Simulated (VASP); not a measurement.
## VAl (relaxed from the rock salt structure, space group Fm-3m): computed properties

All values below come from PBEsol GGA, VASP's PBE PAW potentials (set 64) (plane waves; VASP).

For VAl, the space group comes out as Fm-3m (225) and the cell is a = 4.990 Å, b = 4.990 Å, c = 4.990 Å, α = 90.00°, β = 90.00°, γ = 90.00°. The volume per atom comes out as 15.54 Å³/atom, the band gap (over mesh and band path) is none (metal, semimetal or under 0.01 eV) and the density is 4.16 g/cm³.

```cif
data_AlV
_chemical_formula_sum 'V1 Al1'
_space_group_name_H-M_alt 'P 1'
_space_group_IT_number 1
_cell_length_a 3.52878
_cell_length_b 3.52878
_cell_length_c 3.52878
_cell_angle_alpha 60.000
_cell_angle_beta 60.000
_cell_angle_gamma 60.000
loop_
_space_group_symop_operation_xyz
  'x, y, z'
loop_
_atom_site_label
_atom_site_type_symbol
_atom_site_fract_x
_atom_site_fract_y
_atom_site_fract_z
_atom_site_occupancy
V1 V 0.00000 0.00000 0.00000 1
Al1 Al 0.50000 0.50000 0.50000 1
```

The structure was generated: VAl was put into the rock salt type (Fm-3m), which need not be its known phase. It was relaxed first, which changed the volume by -40 %. Symmetry was kept, so distortions that lower it aren't found.
